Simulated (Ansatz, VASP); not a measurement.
# GaGe3 in VASP and in Ansatz

The input INCAR:

```
PREC     = Accurate       # precision mode
ENCUT    = 520            # plane-wave cutoff, eV
EDIFF    = 1E-7           # SCF threshold, eV
ISMEAR   = -1             # smearing method
SIGMA    = 0.05           # smearing width, eV
LREAL    = False          # projectors in reciprocal space
LASPH    = True           # aspherical terms in the spheres
NELM     = 60             # most SCF steps
ALGO     = Normal         # electronic algorithm
ISIF     = 2              # what is computed and relaxed
LWAVE    = False          # write WAVECAR
LCHARG   = False          # write CHGCAR
GGA      = PS             # functional
NBANDS   = 36             # bands
```

Contents of KPOINTS:

```
Automatic mesh
0
Gamma
  7 7 7
```

File POSCAR:

```
GaGe3
1.0
    0.0000000000      3.3871670000      3.3871670000
    3.3871670000      0.0000000000      3.3871670000
    3.3871670000      3.3871670000      0.0000000000
Ge Ga
3 1
Direct
    0.5073380000      0.5011620000      0.4946460000
    0.7594530000      0.7517590000      0.7461760000
    0.2490690000      0.2550790000      0.2519830000
    0.0098280000     -0.0176820000      0.0106650000
```

File input.yaml:

```yaml
crystal:
  lattice:
    - [0.0, 3.387167, 3.387167]
    - [3.387167, 0.0, 3.387167]
    - [3.387167, 3.387167, 0.0]
  atoms:
    - { symbol: Ge, position: [0.507338, 0.501162, 0.494646] }
    - { symbol: Ge, position: [0.759453, 0.751759, 0.746176] }
    - { symbol: Ge, position: [0.249069, 0.255079, 0.251983] }
    - { symbol: Ga, position: [0.009828, -0.017682, 0.010665] }
hamiltonian:
  xc: pbesol
  pseudopotentials: { kind: paw }
kpoints:
  mp_grid: { grid: [7, 7, 7] }
scf:
  occupations: { method: fermi_dirac, width: 0.05 }
output:
  forces: true
  stress: true
  eigenvalues: true
```

Change from the starting cell: atoms moved at random, drawn with an rms of 0.05 Å.

Alike in both runs: task single point; functional PBEsol; k mesh 7 × 7 × 7; occupations fermi-dirac, width 0.05 eV; no spin polarisation.

```csv
,VASP,Ansatz
version,VASP 6.6.1,Ansatz 0.2.0
potentials or method,"VASP PAW PBE potentials, release 64 (Ge_d, Ga_d)",Ansatz PAW
plane-wave cutoff (eV),520,420
valence electrons in the cell,55,55
```

```tsv
	VASP	Ansatz	Ansatz less VASP
gap on the k mesh at the Fermi level (eV)	none	none	-
pressure (GPa)	-3.8	-3.8	-0.02
largest component of the traceless stress (GPa)	0.08	0.08	0.000
rms of the force components (eV/Å)	0.057	0.057	-0.0004
```

Atom by atom the forces differ by 0.000 eV/Å (rms over components). A gap of «none» marks a metal or a gap that the smearing closes.

Caveats: the PAW data sets were made with another functional, which shifts forces and pressure a little (VASP); the PAW data sets come from PBE, with cores solved anew for the run's functional, which leaves a small shift of forces and pressure (Ansatz).
